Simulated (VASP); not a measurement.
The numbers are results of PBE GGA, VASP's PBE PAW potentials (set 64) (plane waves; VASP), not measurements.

A VASP calculation is set up with these files.

### INCAR
```
ENCUT = 400   ! plane-wave cut-off (eV)
ISMEAR = -1   ! Fermi-Dirac
EDIFF = 1E-6   ! SCF stop (eV)
LASPH = T   ! aspherical one-centre terms
IBRION = 2   ! conjugate gradients
GGA = PE   ! PBE
LWAVE = F
LREAL = F   ! projection in real space or not
PREC = Accurate
EDIFFG = -0.01   ! ionic stop
NELM = 100   ! most electronic steps
ALGO = Normal   ! blocked Davidson
ISIF = 3   ! ions, shape and volume
SIGMA = 0.05
NSW = 50
SYSTEM = KMgF3
LCHARG = F
```

**POSCAR**
```
KMgF3
1.0
  3.9900000000   0.0000000000   0.0000000000
  0.0000000000   3.9900000000   0.0000000000
  0.0000000000   0.0000000000   3.9900000000
K Mg F
1 1 3
direct
  0.0000000000   0.0000000000   0.0000000000
  0.5000000000   0.5000000000   0.5000000000
  0.5000000000   0.0000000000   0.5000000000
  0.0000000000   0.5000000000   0.5000000000
  0.5000000000   0.5000000000   0.0000000000
```

KPOINTS:
```
Regular mesh
0
G
  4 4 4
0 0 0
```

POTCAR, in this order: K_sv Mg F (PBE.64 set). Program: vasp_std.

At this cut-off the stress carries a Pulay error, which pulls relaxed volumes low. Energy and stress use the plane-wave basis of the starting cell.

Question: Estimate the energy per atom (σ→0), volume per atom, band gap (on the k-mesh).

Answer: 
```yaml
energy per atom (σ→0): -473.4 kJ/mol of atoms
band gap (on the k-mesh): 7.60 eV
volume_per_atom: 12.23 Å^3/atom
```

### OSZICAR
```
...
DAV:   3    -0.245342792287E+02    0.64998E-02   -0.11033E-02   512   0.867E-01    0.327E-01
DAV:   4    -0.245331980573E+02    0.10812E-02   -0.48788E-03   664   0.396E-01    0.249E-01
DAV:   5    -0.245333414829E+02   -0.14343E-03   -0.32908E-04   620   0.138E-01    0.354E-02
DAV:   6    -0.245333164746E+02    0.25008E-04   -0.23122E-04   672   0.113E-01    0.150E-02
DAV:   7    -0.245333157888E+02    0.68584E-06   -0.16567E-05   504   0.225E-02    0.454E-03
DAV:   8    -0.245333145586E+02    0.12302E-05   -0.41096E-07   300   0.486E-03    0.285E-04
DAV:   9    -0.245333145454E+02    0.13126E-07   -0.68328E-08   284   0.201E-03
   3 F= -.24533315E+02 E0= -.24533315E+02  d E =-.385590E-01
```

The structure is a typed KMgF3 crystal (Pm-3m). This run relaxes it. Symmetry was kept, so distortions that lower it aren't found. The run is one of a series of settings (EDIFFG = -0.01, IBRION = 2, ISIF = 3, NSW = 50 against the base run), some of them coarse on purpose.
